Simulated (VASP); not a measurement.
A convergence study with VASP on RbCl (rock salt): one setting is varied, all else stays as given below, so the limit is that of these other settings. Each run relaxes cell and ions from the cell shown. The basis is that of the starting cell, so low cut-offs carry a Pulay error.

```
RbCl
1.0
    0.00000     3.29000     3.29000
    3.29000     0.00000     3.29000
    3.29000     3.29000     0.00000
Rb Cl
1 1
Direct
  0.00000   0.00000   0.00000
  0.50000   0.50000   0.50000
```

These are PBE GGA, VASP's PBE PAW potentials (set 64) (plane waves; VASP) values and carry that method's errors. The tightest run used: 700 eV cut-off, 6×6×6 Γ-centred mesh, Gaussian smearing of 0.050 eV, potentials Rb_sv Cl.

Gaps are read on the run's mesh, which can miss a band edge.

```csv
setting,relaxed volume (Å³/atom),E (eV/atom),gap on the mesh (eV),plane waves
ENCUT = 150,27.071,-3.9082,5.821,310
ENCUT = 200,31.812,-3.3749,5.362,471
ENCUT = 250,35.146,-3.3315,5.038,650
ENCUT = 300,37.023,-3.3353,4.878,869
ENCUT = 350,37.610,-3.3379,4.829,1067
```

### Question
These are the cheaper rows. Estimate the results at ENCUT = 700, and how far the last row shown lies from them.

### Answer

| quantity | tightest run | last row shown is off by |
|---|---|---|
| relaxed volume (Å³/atom) | 37.655 | -0.045 |
| E (eV/atom) | -3.3380 | 0.0000 |
| gap on the mesh (eV) | 4.826 | 0.002 |

Left out are rungs that failed or repeat a setting and relaxations that didn't move; long series are thinned to 24 rows.

The compound is RbCl in the rock salt structure.
